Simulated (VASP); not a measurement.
Consider the following.

```xyz
5
Lattice="3.8060 0.0000 0.0000 0.0000 3.8060 0.0000 0.0000 0.0000 3.8060" Properties=species:S:1:pos:R:3 pbc="T T T"
Bi     0.0000     0.0000     0.0000
Fe     1.9030     1.9030     1.9030
O      0.0000     1.9030     1.9030
O      1.9030     1.9030     0.0000
O      1.9030     0.0000     1.9030
```
Starting moments (μB, in the order of the record's atoms Bi Fe O O O): 0.0 2.6 0.1 0.1 0.1.

Calculation: PBEsol GGA, VASP's PBE PAW potentials (set 64) (plane waves; VASP). Run with 520 eV cut-off, Gaussian smearing of 0.050 eV, potentials Bi_d Fe O.

The moments were started parallel, and other spin orders were not tried in this run. Unless said otherwise, spin-orbit coupling is left out, though it shifts the bands of the heavy elements here.

Q: What does the run give for the cell moment, band gap (along the path) with the smallest direct gap where there is one?

A: 
```json
{
 "band gap (along the path)": "none (metal, semimetal or under 0.01 eV)",
 "cell_moment": "2.78 μB"
}
```

The structure was generated: FeBiO3 was put into the cubic-perovskite type (Pm-3m), which need not be its known phase. It was relaxed first.
